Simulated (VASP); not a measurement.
Input:

```
MgS
1.0
    0.00000     2.75594     2.75594
    2.75594     0.00000     2.75594
    2.75594     2.75594     0.00000
Mg S
1 1
Direct
  0.00000   0.00000   0.00000
  0.25000   0.25000   0.25000
```

Computed with PBEsol GGA, VASP's PBE PAW potentials (set 64) (plane waves; VASP). Settings: 500 eV cut-off, 8×8×8 Γ-centred mesh, Gaussian smearing of 0.050 eV, potentials Mg S.

Energy and stress use the plane-wave basis of the starting cell.

### Question
The ions, cell shape and volume at an external pressure of 10.0 GPa are relaxed. Give the cell that the relaxation ends in.

### Answer

```
MgS
1.0
    0.00000     2.70395     2.70395
    2.70395     0.00000     2.70395
    2.70395     2.70395     0.00000
Mg S
1 1
Direct
  0.00000   0.00000   0.00000
  0.25000   0.25000   0.25000
```
Space group F-43m (216), at a tolerance of 0.03 Å.

### Question
How do energy and volume change from the first to the last step?

### Answer
The energy (σ→0) changes by +53.6 meV/atom and the volume by -5.6 %, in 3 ionic steps.

| step | E(σ→0) (eV) | max force (eV/Å) | pressure (GPa) | volume (Å³) |
|---|---|---|---|---|
| 1 | -8.8698 | 0.000 | 5.01 | 41.86 |
| 2 | -8.6506 | 0.000 | 14.02 | 38.03 |
| 3 | -8.7627 | 0.000 | 9.98 | 39.54 |

The structure was generated: MgS was put into the zinc blende type (F-43m), which need not be its known phase. This run relaxes it under an external pressure of 10 GPa. Symmetry was kept, so distortions that lower it aren't found.
